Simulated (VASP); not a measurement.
```yaml
crystal:
  lattice:
    - [1.55665, -2.69620, 0.00000]
    - [1.55665, 2.69620, 0.00000]
    - [0.00000, 0.00000, 4.98373]
  atoms:
    - { symbol: Al, position: [0.66667, 0.33333, 0.50002] }
    - { symbol: Al, position: [0.33333, 0.66667, 0.00002] }
    - { symbol: N, position: [0.66667, 0.33333, 0.88198] }
    - { symbol: N, position: [0.33333, 0.66667, 0.38198] }
```

Method: PBEsol GGA, VASP's PBE PAW potentials (set 64) (plane waves; VASP 6.6.1). Numerical set-up: 520 eV cut-off, 8×8×5 Γ-centred mesh, Gaussian smearing of 0.010 eV, potentials Al N.

### Question
Give the electronic dielectric tensor ε∞ (DFPT, local fields included).

### Answer

```
4.49  0.00  0.00
0.00  4.49  0.00
0.00  0.00  4.72
```

### Question
Give the Born effective charges.

### Answer

| atom | Z*xx | Z*yy | Z*zz | mean |
|---|---|---|---|---|
| Al1 | 2.51 | 2.51 | 2.68 | 2.57 |
| Al2 | 2.51 | 2.51 | 2.68 | 2.57 |
| N3 | -2.51 | -2.51 | -2.68 | -2.57 |
| N4 | -2.51 | -2.51 | -2.68 | -2.57 |

The compound is AlN in the wurtzite structure. It was relaxed first.
